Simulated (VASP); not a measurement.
Output of a VASP run:

### OSZICAR
```
       N       E                     dE             d eps       ncg     rms          rms(c)
DAV:   1     0.946593807749E+02    0.94659E+02   -0.70503E+03  1152   0.975E+02
DAV:   2    -0.144490113322E+01   -0.96104E+02   -0.93390E+02  1270   0.265E+02
DAV:   3    -0.581252070732E+01   -0.43676E+01   -0.43469E+01  1362   0.581E+01
DAV:   4    -0.586966747105E+01   -0.57147E-01   -0.57107E-01  1464   0.552E+00
DAV:   5    -0.587029155629E+01   -0.62409E-03   -0.62407E-03  1252   0.570E-01    0.629E+00
DAV:   6    -0.562707570313E+01    0.24322E+00   -0.51178E-01  1228   0.103E+01    0.486E+00
DAV:   7    -0.561085006620E+01    0.16226E-01   -0.14190E-01  1252   0.269E+00    0.249E+00
DAV:   8    -0.560967720245E+01    0.11729E-02   -0.84199E-03  1252   0.110E+00    0.105E+00
DAV:   9    -0.560947640668E+01    0.20080E-03   -0.51440E-04  1284   0.254E-01    0.325E-01
DAV:  10    -0.560952754140E+01   -0.51135E-04   -0.33172E-04  1218   0.199E-01    0.607E-02
DAV:  11    -0.560954193486E+01   -0.14393E-04   -0.33426E-05  1290   0.722E-02    0.273E-02
DAV:  12    -0.560955523239E+01   -0.13298E-04   -0.22088E-05  1296   0.384E-02    0.208E-02
DAV:  13    -0.560955480442E+01    0.42797E-06   -0.13348E-06  1166   0.139E-02
   1 F= -.56095548E+01 E0= -.56095548E+01  d E =-.135680E-09  mag=     0.0000    -0.0000    -0.0000
       N       E                     dE             ncg
       N       E                     dE             ncg
       N       E                     dE             ncg
```

OUTCAR:
```
------------------------ aborting loop because EDIFF is reached ----------------------------------------
  FORCE on cell =-STRESS in cart. coord.  units (eV):
  Direction    XX          YY          ZZ          XY          YZ          ZX
  --------------------------------------------------------------------------------------
  Total        0.0061502      0.0061502      0.0061502      0.0000000      0.0000000      0.0000000
  in kB        0.1445676      0.1445676      0.1445676      0.0000000      0.0000000      0.0000000
  external PRESSURE =       0.1445676 kB  Pullay stress =       0.0000000 kB
  volume of cell :       68.16
      direct lattice vectors                 reciprocal lattice vectors
     0.000000000  3.242147785  3.242147785    -0.154218757  0.154218757  0.154218757
     3.242147785  0.000000000  3.242147785     0.154218757 -0.154218757  0.154218757
     3.242147785  3.242147785  0.000000000     0.154218757  0.154218757 -0.154218757
  FREE ENERGIE OF THE ION-ELECTRON SYSTEM (eV)
  ---------------------------------------------------
  free  energy   TOTEN  =        -5.6095548044 eV

  energy  without entropy=       -5.6095548043  energy(sigma->0) =       -5.60955480

 Ion:    1  E_soc:     -0.0612665

 Ion:    2  E_soc:     -0.1956048
```
(Selected blocks of OUTCAR.)

POSCAR:
```
CdTe
1
    0.0000000000     3.2421477848     3.2421477848
    3.2421477848     0.0000000000     3.2421477848
    3.2421477848     3.2421477848     0.0000000000
Cd Te
1 1
Direct
  1.0000000000   1.0000000000   1.0000000000
  0.2500000000   0.2500000000   0.2500000000
```

Question: Write an INCAR and KPOINTS that could have produced this output.

Answer: One answer among several that fit: the input of the run itself, PBEsol GGA with spin-orbit coupling, plane waves, VASP's PBE PAW potentials (set 64).

File KPOINTS:
```
Automatic mesh
0
G
6 6 6
0 0 0
```

File KPOINTS_OPT:
```
k-points along high-symmetry lines
8
Line-mode
Reciprocal
  0.000000   0.000000   0.000000 ! GAMMA
 -0.500000  -0.500000   0.000000 ! X

 -0.500000  -0.500000   0.000000 ! X
 -0.375000  -0.375000   0.250000 ! U

 -0.375000   0.000000   0.375000 ! K
  0.000000   0.000000   0.000000 ! GAMMA

  0.000000   0.000000   0.000000 ! GAMMA
  0.000000   0.000000   0.500000 ! L

  0.000000   0.000000   0.500000 ! L
 -0.500000  -0.250000   0.250000 ! W

 -0.500000  -0.250000   0.250000 ! W
 -0.500000  -0.500000   0.000000 ! X
```

### INCAR
```
ALGO = Normal
EDIFF = 1E-6
ENCUT = 400
GGA = PS
GGA_COMPAT = F
ISMEAR = 0
LASPH = T
LCHARG = F
LMAXMIX = 4
LREAL = F
LSORBIT = T
LWAVE = F
MAGMOM = 6*0
NELM = 100
PREC = Accurate
SIGMA = 0.05
SYSTEM = CdTe
```

POTCAR, in this order: Cd Te (PBE.64 set). Program: vasp_ncl.

The structure comes from a measured CdTe entry (F-43m) of the Crystallography Open Database, whose conditions weren't checked. It was relaxed first.
